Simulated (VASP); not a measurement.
```xyz
1
Lattice="-1.4863 1.4863 1.4863 1.4863 -1.4863 1.4863 1.4863 1.4863 -1.4863" Properties=species:S:1:pos:R:3 pbc="T T T"
V      0.0000     0.0000     0.0000
```

All values below come from PBE GGA, VASP's PBE PAW potentials (set 64) (plane waves; VASP). Run with 500 eV cut-off, 17×17×17 Γ-centred mesh, first-order Methfessel-Paxton smearing of 0.10 eV, potentials V_sv.

Q: Estimate the energy per atom (σ→0), pressure, band gap (on the k-mesh) with the smallest direct gap where there is one.

A: 
The band gap (on the k-mesh) comes out as none (metal, semimetal or under 0.01 eV). The energy per atom (σ→0) is -8.983 eV/atom and the pressure comes out as 4.90 GPa.

Only differences to runs with the same potentials and settings are physical.

The compound is V in the bcc structure. It was relaxed first under an external pressure of 5 GPa. The run is not spin-polarised, so no magnetic state was tried.
